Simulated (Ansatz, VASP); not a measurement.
**Cross-check of Al (Aluminum) between VASP and Ansatz**

One calculation is typed for both programs; each brings its own data sets. How far apart do they land? The cell is taken from a series of runs on this material, whose earlier steps may have relaxed, scaled, displaced or heated it; both programs get it as it stands.

Program: Ansatz 0.2.0. Level of theory: plane waves, with VASP 6.6.1 beside it; relaxation of cell and atoms at LDA. Results are calculated unless marked as measured.

## Step 1: The structure

It takes space group Fm-3m (No. 225, cubic). Conventional cell: a = 3.979 Å, b = 3.979 Å, c = 3.979 Å, α = 90.00°, β = 90.00°, γ = 90.00°. Nearest to Al lie 12 Al at 2.81 Å.

Coordinates:

```cif
data_structure
_symmetry_space_group_name_H-M 'P 1'
_symmetry_Int_Tables_number 1
_cell_length_a 2.8139
_cell_length_b 2.8139
_cell_length_c 2.8139
_cell_angle_alpha 60.000
_cell_angle_beta 60.000
_cell_angle_gamma 60.000
_cell_volume 15.75
loop_
_atom_site_label
_atom_site_type_symbol
_atom_site_fract_x
_atom_site_fract_y
_atom_site_fract_z
_atom_site_occupancy
Al1 Al 0.00000 0.00000 0.00000 1
```

## Step 2: VASP: relaxation of cell and atoms, LDA

The relaxed volume is the usual yardstick between codes: in a stiff, nearly cubic crystal its relative difference is about their pressure difference at one cell divided by the bulk modulus.

Lines of VASP's logs that name or quote its potential files are left out, and so is its time.

Contents of INCAR:

```
SYSTEM = Al
PREC = Accurate
ENCUT = 500
EDIFF = 1E-07
NELM = 120
ISMEAR = 1
SIGMA = 0.2
LREAL = .FALSE.
ALGO = Normal
GGA = PW92
NBANDS = 7
LORBIT = 11
LWAVE = .FALSE.
LCHARG = .FALSE.
ISIF = 3
IBRION = 2
NSW = 80
EDIFFG = -0.005
LASPH = .TRUE.
GGA_COMPAT = .FALSE.
NELMIN = 4
```

Contents of POSCAR:

```
Al
1.0
    0.0000000000      1.9897190000      1.9897190000
    1.9897190000      0.0000000000      1.9897190000
    1.9897190000      1.9897190000      0.0000000000
Al
1
Direct
    0.0000000000      0.0000000000      0.0000000000
```

Contents of KPOINTS:

```
Automatic mesh
0
Gamma
20 20 20
0 0 0
```

PAW data sets: Al (LDA family, release 64).

Started as:

```sh
> mpirun -np 1 vasp_std
```

Numbers of over 12 decimals in the logs are rounded to 6 here.

Output:

```text
[banner, memory and clock lines left out]
running    1 mpi-ranks, on    1 nodes
 distrk:  each k-point on    1 cores,    1 groups
 distr:  one band on    1 cores,    1 groups

 POSCAR found type information on POSCAR Al
 POSCAR found :  1 types and       1 ions
|                                                                             |
|               ----> ADVICE to this user running VASP <----                  |
|                                                                             |
|     You enforced a specific xc type in the INCAR file but a different       |
|     [... a line on the potential file left out ...]
|     I HOPE YOU KNOW WHAT YOU ARE DOING!                                     |
|                                                                             |

 LDA part: xc-table for (Slater(with rela. corr.)+PW92), standard interpolation
 POSCAR, INCAR and KPOINTS ok, starting setup
 FFT: planning ... GRIDC
 FFT: planning ... GRID_SOFT
 FFT: planning ... GRID
 WAVECAR not read
 entering main loop
       N       E                     dE             d eps       ncg     rms          rms(c)
DAV:   1    -0.255657139844E+01   -0.25566E+01   -0.87446E+02  3661   0.229E+02
DAV:   2    -0.420503801227E+01   -0.16485E+01   -0.15388E+01  4865   0.222E+01
DAV:   3    -0.421460838099E+01   -0.95704E-02   -0.95637E-02  4802   0.189E+00
DAV:   4    -0.421462028153E+01   -0.11901E-04   -0.11901E-04  5523   0.611E-02
DAV:   5    -0.421462028947E+01   -0.79457E-08   -0.64675E-08  4942   0.104E-03    0.145E+00
DAV:   6    -0.419644959618E+01    0.18171E-01   -0.23679E-03  4767   0.221E-01    0.810E-01
DAV:   7    -0.418468138317E+01    0.11768E-01   -0.59421E-03  4438   0.344E-01    0.168E-01
DAV:   8    -0.418465702804E+01    0.24355E-04   -0.21539E-05  5663   0.340E-02    0.150E-02
DAV:   9    -0.418465680957E+01    0.21847E-06   -0.12213E-07  4830   0.179E-03    0.792E-04
DAV:  10    -0.418465680116E+01    0.84102E-08   -0.26795E-09  4984   0.341E-04
   1 F= -.41846568E+01 E0= -.41845424E+01  d E =-.418466E+01
 curvature:   0.00 expect dE= 0.000E+00 dE for cont linesearch  0.000E+00
 trial: gam= 0.00000 g(F)=  0.161E-67 g(S)=  0.780E-04 ort = 0.000E+00 (trialstep = 0.100E+01)
 search vector abs. value=  0.780E-04
 bond charge predicted
       N       E                     dE             d eps       ncg     rms          rms(c)
DAV:   1    -0.418469380188E+01   -0.36992E-04   -0.55952E-04  4564   0.107E-01    0.183E-02
DAV:   2    -0.418469059085E+01    0.32110E-05   -0.31915E-06  4704   0.144E-02    0.770E-03
DAV:   3    -0.418468848793E+01    0.21029E-05   -0.86016E-07  4648   0.392E-03    0.203E-03
DAV:   4    -0.418468841981E+01    0.68118E-07   -0.35027E-08  3220   0.828E-04
   2 F= -.41846884E+01 E0= -.41845689E+01  d E =-.316186E-04
 trial-energy change:   -0.000032  1 .order   -0.000032   -0.000078    0.000014
 step:   0.8439(harm=  0.8439)  dis= 0.00000  next Energy=    -4.184690 (dE=-0.329E-04)
 reached required accuracy - stopping structural energy minimisation
```

OUTCAR, selected parts (step 2):

```text
ion  position               nearest neighbor table
   1  0.000  0.000  0.000-

  LATTYP: Found a face centered cubic cell.
 ALAT       =     3.9794380000

 Subroutine GETGRP returns: Found 48 space group operations
 (whereof 48 operations were pure point group operations)

The static configuration has the point symmetry O_h .

 Found    256 irreducible k-points:

   k-points           NKPTS =    256   k-points in BZ     NKDIM =    256   number of bands    NBANDS=      7

   dimension x,y,z NGX =    24 NGY =   24 NGZ =   24
   dimension x,y,z NGXF=    48 NGYF=   48 NGZF=   48

   ENCUT  =  500.0 eV  36.75 Ry    6.06 a.u.   5.13  5.13  5.13*2*pi/ulx,y,z

   NELECT =       3.0000    total number of electrons

 k-points in reciprocal lattice and weights: Automatic mesh
   0.00000000  0.00000000  0.00000000       0.000
   0.05000000  0.00000000  0.00000000       0.001
   0.10000000  0.00000000  0.00000000       0.001
   0.15000000  0.00000000  0.00000000       0.001
   0.20000000  0.00000000  0.00000000       0.001
   0.25000000  0.00000000  0.00000000       0.001
   0.30000000  0.00000000  0.00000000       0.001
   0.35000000  0.00000000  0.00000000       0.001
   0.40000000  0.00000000  0.00000000       0.001
[...]
-0.30000000  0.50000000  0.20000000       0.002
  -0.25000000  0.50000000  0.25000000       0.001

 average (electrostatic) potential at core
       1 -70.4038

 E-fermi :   8.3008

 k-point     1 :       0.0000    0.0000    0.0000
  band No.  band energies     occupation
      1      -3.1480      2.00000
      2      21.0551      0.00000
      3      21.0551      0.00000
      4      21.0551      0.00000
      5      22.7076      0.00000
      6      22.7076      0.00000
    ...

 k-point     2 :       0.0500    0.0000    0.0000
  band No.  band energies     occupation
      1      -3.0782      2.00000
      2      19.7646      0.00000
      3      20.8076      0.00000
      4      20.8076      0.00000
      5      23.0630      0.00000
      6      23.0630      0.00000
    ...

 k-point     3 :       0.1000    0.0000    0.0000
  band No.  band energies     occupation
      1      -2.8692      2.00000
      2      17.7585      0.00000
      3      20.3589      0.00000
      4      20.3589      0.00000
      5      23.3796      0.00000
      6      23.8179      0.00000
    ...

  Total       -0.0042923     -0.0042923     -0.0042923     -0.0000000     -0.0000000     -0.0000000
  in kB       -0.4350509     -0.4350509     -0.4350509     -0.0000000     -0.0000000     -0.0000000
  external PRESSURE =      -0.4350509 kB  Pullay stress =       0.0000000 kB

  energy-cutoff  :      500.00
  volume of cell :       15.81
      direct lattice vectors                 reciprocal lattice vectors
     0.000000000  1.991946803  1.991946803    -0.251010719  0.251010719  0.251010719
     1.991946803  0.000000000  1.991946803     0.251010719 -0.251010719  0.251010719
     1.991946803  1.991946803 -0.000000000     0.251010719  0.251010719 -0.251010719

 POSITION                                       TOTAL-FORCE (eV/Angst)
 -----------------------------------------------------------------------------------
      1.99195      1.99195     -0.00000         0.000000     -0.000000     -0.000000
 -----------------------------------------------------------------------------------
    total drift:                               -0.000000     -0.000000      0.000000

  FREE ENERGIE OF THE ION-ELECTRON SYSTEM (eV)
  ---------------------------------------------------
  free  energy   TOTEN  =        -4.1846884198 eV

  energy  without entropy=       -4.1843299582  energy(sigma->0) =       -4.18456893

 reached required accuracy - stopping structural energy minimisation

 total charge
# of ion       s       p       d       tot
------------------------------------------
    1        0.439   0.361   0.000   0.801

[... 3 further parts left out ...]
```

CONTCAR:

```
Al
   1.00000000000000
     0.0000000000000000    1.9919468029295988    1.9919468029295988
     1.9919468029295988    0.0000000000000000    1.9919468029295988
     1.9919468029295988    1.9919468029295988   -0.0000000000000000
  Al
     1
Direct
     0.0000000000000000    0.0000000000000000    1.0000000000000000
```

This run has no spin polarisation. Its electron count is odd, so without a moment it is a metal by construction. The run keeps the 48 symmetry operations of its start, so it cannot find a distortion of lower symmetry.

## Step 3: Ansatz: relaxation of cell and atoms, LDA

Ansatz runs on norm-conserving files, of PseudoDojo where its log says so.

The same cell, functional (in two slightly different forms), mesh and smearing now go to Ansatz, which takes its cutoff from its data sets.

Contents of input.yaml:

```yaml
crystal:
  lattice:
    - [0.0, 1.9897185741, 1.9897185741]
    - [1.9897185741, 0.0, 1.9897185741]
    - [1.9897185741, 1.9897185741, 0.0]
  atoms:
    - { symbol: Al, position: [0.0, 0.0, 0.0] }
kpoints:
  mp_grid: { grid: [20, 20, 20] }
hamiltonian:
  xc: lda
  pseudopotentials: { kind: nc }
scf:
  occupations: { method: methfessel_paxton, width: 0.2 }
output:
  forces: true
  stress: true
  eigenvalues: true
relax:
  adjacent_minimum: "off"
  f_tol: 0.001
  max_steps: 60
  cell: { stress_tol: 0.01 }
```

Started as:

```sh
> ansatz run input.yaml --threads 4 --pin off --max-ram 10240MiB --backend cpu --events-out ev --progress --plain --runs-dir out
```

Output:

```text
Engine: ansatz 0.2.0, aarch64-unknown-linux-gnu
Pseudopotentials: kind: nc
Pseudopotential: Al, nc, valence charge 3, recommended cutoff 598.650497 eV (normal), Al.nc.azcp (PseudoDojo's, or run here from an input of PseudoDojo's: the run reads no file of this project's for it)
Functional definition: SPW92
  exchange = slater_x
  correlation = pw_c
Crystal: 1 atoms, lattice volume = 15.755 Å³
Basis set: ecut = 598.650497 eV, 531 PW (Γ)
Bands: 6, of which v1, the nominal top of the filled ones, is band 2 counted from 1 (1 counted from 0)
Symmetry: 48 space group operations
Space group: Fm-3m (ITA 225), of the structure as read, at distance tolerance 2.5e-5 Å
k-points: 256 of 8000
Non-local potential: Al, projectors of the file, l = 0: 2, l = 1: 2, l = 2: 2
Initial density: superposition of atomic densities (chi_scale 0.1, normalization cell)
Initial wavefunctions: pseudopotential atomic-orbital guess
Functional: x = slater, c = lda
SCF iter   1: F=—  HF=-64.330378 eV  |F-HF|=—  |Δ(HF+E_count)|=         —  Δρ=2.22e-2  dr2=7.44e-2  ethr=3.10e-3  ⟨swp⟩=5.4  Hψ=14624  notcnv=0
preconditioner: auto → none  [metal: Δε(μ)=0.019 eV  Ē_g=13.578 eV  σ=0.200 eV  W_gap=0.08  n_scr=0 (ndim 8)  ℏωp=16.2 eV  f_vac=0.000  D(μ)=0.43/eV (n_scr^D=0)]
SCF iter   2: F=—  HF=-64.309838 eV  |F-HF|=—  |Δ(HF+E_count)|=   2.05e-2  S|Δr|=    0.00e0  Δρ=1.04e-2  dr2=1.62e-2  ethr=2.48e-3  ⟨swp⟩=1.0  Hψ=3584  notcnv=0
SCF iter   3: F=—  HF=-64.304268 eV  |F-HF|=—  |Δ(HF+E_count)|=   5.57e-3  S|Δr|=    0.00e0  Δρ=2.16e-4  dr2=7.19e-6  ethr=5.41e-4  ⟨swp⟩=1.0  Hψ=1430  notcnv=0
SCF iter   4: F=—  HF=-64.304281 eV  |F-HF|=—  |Δ(HF+E_count)|=   1.28e-5  S|Δr|=    0.00e0  Δρ=2.46e-5  dr2=3.22e-8  ethr=3.33e-9  ⟨swp⟩=10.1  Hψ=11075  notcnv=0
SCF iter   5: F=-64.304281 eV  HF=-64.304281 eV  |F-HF|=5.92e-10  |Δ(HF+E_count)|=   1.20e-8  S|Δr|=    0.00e0  Δρ=4.86e-6  dr2=9.91e-10  ethr=1.07e-9  ⟨swp⟩=2.1  Hψ=4052  notcnv=0
SCF 1 converged in 5 iterations: F = -64.304281 eV  dr2 = 9.91e-10
relax step   1: F+E_penalty+E_count = -64.30428116 eV  Δ(F+E_penalty+E_count) = +0.000e0 eV  max|allowed force component| = 0.000e0 eV/Å  Δτ_max = 0.0000 Å  P = -0.105 GPa  Ω = 15.755 Å³  (5 SCF iters, dr2 threshold 1.00e-7 eV, accepted)
[...]
relax step   2: F+E_penalty+E_count = -64.30428890 eV  Δ(F+E_penalty+E_count) = -7.738e-6 eV  max|allowed force component| = 0.000e0 eV/Å  Δτ_max = 0.0000 Å  P = -0.003 GPa  Ω = 15.735 Å³  energy of the carried Pulay correction = +1.164e-6 eV  (3 SCF iters, dr2 threshold 2.74e-8 eV, accepted)
[...]
relax step   3: F+E_penalty+E_count = -64.30428765 eV  Δ(F+E_penalty+E_count) = +1.248e-6 eV  max|allowed force component| = 0.000e0 eV/Å  Δτ_max = 0.0000 Å  P = -0.003 GPa  Ω = 15.735 Å³  stress off target by 2.71e-3 GPa  SCF on the basis re-selected at this cell (its energy is not comparable with the rows above)  (3 SCF iters)
basis re-selected at this cell: Δ(F+E_penalty+E_count) = +1.248e-6 eV, ΔP = +0.000 GPa vs the last step (what re-selecting the basis moved, of the pressure what is left beyond the Pulay correction that the steps carried, after the strain that the cell walked since its last selection, with what the two solves' SCF thresholds leave and, on support functions, any second-order correction that the steps lacked; it is no measure of the basis error at this ecutwfc). This SCF's stress stands 2.71e-3 GPa from its target on what of the cell is left free (relax.cell.stress_tol is 1.00e-2 GPa) and its largest allowed force component is 0.00e0 eV/Å (relax.f_tol is 1.00e-3 eV/Å): [rest of the remark cut]
SCF converged after 3 iterations
Stability not checked: this state was not tested for a lower state beside it, because cold or Methfessel-Paxton smearing, or corrected tetrahedra, fill the levels in a way that the test cannot read (fill_not_monotonic; see scf.lower_state_search)
Free energy (F): -64.304288 eV
Harris-Foulkes:  -64.304288 eV  (|F-HF|=1.42e-14)
Internal energy: -64.303932 eV  (E = F + TS)
E sigma→0 (E₀):  -64.304199 eV
Entropy (-TS):   -0.000356 eV (-0.356 meV/atom)
Fermi energy:    8.258903 eV
--- Per-component energies (eV) ---
  E_band       = 10.994368
  E_kinetic    = 24.068850
  E_local      = 5.166657  (includes V_loc(G=0)·N_el)
  E_nonlocal   = 11.651819
  E_hartree    = 0.100596
  E_xc         = -30.604191
  E_vxc        = -30.094151  (∫ρ·V_xc dr)
  E_ewald      = -74.687663
  E_smearing   = -0.000356  (= −TS)
  E_closure    = -0.000000  (closes the sum)
  Σ components = -64.304288   (vs F -64.304288, Δ=0.00e0)
--- Forces (eV/Å), atoms counted from 1 ---
  atom   1  Al    -0.00000000     0.00000000     0.00000000
  max |Σ_I F_I| component: 5.75e-32 eV/Å
--- Stress (GPa, compression-positive) ---
       -0.002712       0.000000       0.000000
        0.000000      -0.002712       0.000000
        0.000000       0.000000      -0.002712
  P = ⅓ Tr σ = -0.0027 GPa (-0.027 kbar)
--- Band table (eV; the first three rows and the last of 256) ---
  k-point 0: bands = ["-3.2285", "21.0452", "21.0452", "21.0452", "22.6776", "22.6776"]
  k-point 1: bands = ["-3.1586", "19.7504", "20.7951", "20.7951", "23.0352", "23.0352"]
  k-point 2: bands = ["-2.9489", "17.7408", "20.3438", "20.3438", "23.3645", "23.7908"]
  k-point 255: bands = ["7.3205", "7.3205", "8.3409", "9.4537", "24.3764", "24.3764"]
--- Relaxed structure (2 steps of the walk, 2 accepted, 1 SCFs on fresh bases) ---
  F+E_penalty+E_count = -64.30428765 eV   max|allowed force component| = 0.000e0 eV/Å   (the final SCF, on the basis selected at the relaxed cell)
  cell:  # Å, volume = 15.7349 Å³
    - [0, 1.988894, 1.988894]
    - [1.988894, 0, 1.988894]
    - [1.988894, 1.988894, 0]
  atoms:
    - { symbol: Al, position: [0.0, 0.0, 0.0] }
```

## Step 4: Differences

Known differences besides the potentials themselves: the cutoff is 598.65 eV in Ansatz and 500 eV in VASP; VASP's log shows a relativistic correction to its local exchange, Ansatz's none; Ansatz adds a Pulay correction to the stress that steers its cell, VASP none. Total energies have different zeros and are not compared.

Compared:

| quantity | Ansatz | VASP | difference |
| --- | --- | --- | --- |
| volume (Å³) | 15.73 | 15.81 | -0.46 % |
| edge a after relaxation, in the typed setting (Å) | 2.813 | 2.817 | -0.15 % |

## Step 5: Results

- difference in volume (relaxation of cell and atoms, LDA): -0.46 %

In words: The difference in volume is -0.46 % (relaxation of cell and atoms, LDA), within the 1.2 % picked in this series as the mark of a large difference, as far as the stopping tolerances let one tell. Such differences can come from data sets, numerical settings and the points named under the comparisons, not from the functional's error against experiment.

[Lines on the potential files, build, host, timing and source positions are cut from VASP's logs without a mark.]

[Logs are printed without paths, hosts, clocks, repeated set-up lines and the standing remarks that a program may print on its own settings, such as how far it seeks lower states.]

[Hosts, paths, dates, database ids (printed as entryN), source tags and the programs' standing remarks are cut or masked in the printed files.]
